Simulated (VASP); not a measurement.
Write the native input for VASP 6.6.1 that does the following.

| Property | Result |
| --- | --- |
| Task | single point |
| Functional | PBE |
| Potentials or basis | VASP PAW PBE potentials, release 64 (B, Pd) |
| Cutoff | 520 eV |
| k mesh | 10 × 10 × 10 |
| Occupations | gaussian, width 0.1 eV |
| Spin | no spin polarisation |
| Dipole correction | no |
| Further INCAR settings | ALGO = Normal; EDIFF = 1e-06; NBANDS = 26 |

The structure of B2Pd3 lies in POSCAR:

```
B2Pd3
1.0
    4.0820020274      0.0000000000      0.0000000000
    0.0000000000      4.0820020274      0.0000000000
    0.0000000000      0.0000000000      4.0820020274
B Pd
2 3
Direct
    0.0000000000      0.0000000000      0.0000000000
    0.5000000000      0.5000000000      0.5000000000
    0.0000000000      0.5000000000      0.5000000000
    0.5000000000      0.0000000000      0.5000000000
    0.5000000000      0.5000000000      0.0000000000
```

The cell was built by a generator and needn't be a form met in nature.

The cell isn't the ideal one: random cell by space group and Wyckoff sites (Pm-3m, No. 221).

The input as run:

INCAR

```
PREC     = Accurate       # precision mode
ENCUT    = 520            # plane-wave cutoff, eV
EDIFF    = 1E-6           # SCF threshold, eV
ISMEAR   = 0              # smearing method
SIGMA    = 0.1            # smearing width, eV
LREAL    = False          # projectors in reciprocal space
LASPH    = True           # aspherical terms in the spheres
NELM     = 60             # most SCF steps
ALGO     = Normal         # electronic algorithm
ISIF     = 2              # what is computed and relaxed
LWAVE    = False          # write WAVECAR
LCHARG   = True           # write CHGCAR
GGA      = PE             # functional
LELF     = True           # ELF
LVHAR    = True         
NBANDS   = 26             # bands
```

KPOINTS

```
Automatic mesh
0
Gamma
  10 10 10
```

Potentials or basis: VASP PAW PBE potentials, release 64 (B, Pd).

Run with:

```console
$ cat potpaw_PBE.64/B/POTCAR potpaw_PBE.64/Pd/POTCAR > POTCAR
$ mpirun -np 1 vasp_std > vasp.out
```

Results of the run:

```
Pressure               : 0.1 GPa
Band gap on the k mesh : none (metal or under the smearing width)
```

Wall time 100 s on 1 thread of Intel(R) Xeon(R) Platinum 8259CL CPU @ 2.50GHz (Skylake/Cascade Lake), with other jobs on the host, peak memory 0.22 GiB.
